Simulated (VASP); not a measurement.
A convergence study with VASP on Ta (bcc): a few settings are varied, all else stays as given below, so the limit is that of these other settings. The cell's lengths are 1 % over those of the tabulated start, so it is off equilibrium.

```yaml
crystal:
  lattice:
    - [-1.66650, 1.66650, 1.66650]
    - [1.66650, -1.66650, 1.66650]
    - [1.66650, 1.66650, -1.66650]
  atoms:
    - { symbol: Ta, position: [0.00000, 0.00000, 0.00000] }
```

Computed with LDA (Ceperley-Alder, Perdew-Zunger), VASP's LDA PAW potentials (set 64) (plane waves; VASP 6.6.1). The last row used: 550 eV cut-off, 13×13×13 Γ-centred mesh, first-order Methfessel-Paxton smearing of 0.10 eV, potentials Ta_pv.

```
setting                      E (eV/atom)  pressure (GPa)  electronic steps
---------------------------  -----------  --------------  ----------------
ALGO = Normal, EDIFF = 1E-2     -12.7725          -12.99                 8
ALGO = Normal, EDIFF = 1E-3     -12.7725          -12.68                 9
ALGO = Normal, EDIFF = 1E-4     -12.7725          -12.69                 9
ALGO = Normal, EDIFF = 1E-5     -12.7725          -12.44                10
ALGO = Normal, EDIFF = 1E-6     -12.7725          -12.44                10
ALGO = Normal, EDIFF = 1E-7     -12.7725          -12.47                11
ALGO = Normal, EDIFF = 1E-8     -12.7725          -12.47                11
ALGO = Normal, EDIFF = 1E-9     -12.7725          -12.46                12
ALGO = Fast, EDIFF = 1E-2       -12.7724          -14.30                 8
ALGO = Fast, EDIFF = 1E-3       -12.7725          -11.23                 9
ALGO = Fast, EDIFF = 1E-4       -12.7725          -12.60                10
ALGO = Fast, EDIFF = 1E-5       -12.7725          -12.40                12
ALGO = Fast, EDIFF = 1E-6       -12.7725          -12.49                13
ALGO = Fast, EDIFF = 1E-7       -12.7725          -12.47                15
ALGO = Fast, EDIFF = 1E-8       -12.7725          -12.46                16
ALGO = Fast, EDIFF = 1E-9       -12.7725          -12.46                18
ALGO = All, EDIFF = 1E-2        -12.7695          -12.69                 9
ALGO = All, EDIFF = 1E-3        -12.7724          -12.30                11
ALGO = All, EDIFF = 1E-4        -12.7725          -12.49                13
ALGO = All, EDIFF = 1E-5        -12.7725          -12.47                14
ALGO = All, EDIFF = 1E-6        -12.7725          -12.46                15
ALGO = All, EDIFF = 1E-7        -12.7725          -12.46                17
ALGO = All, EDIFF = 1E-8        -12.7725          -12.46                18
ALGO = All, EDIFF = 1E-9        -12.7725          -12.46                20
```

Left out are rungs that failed or repeat a setting and relaxations that didn't move; long series are thinned to 24 rows.

The compound is Ta in the bcc structure. The cell was not relaxed at this level.
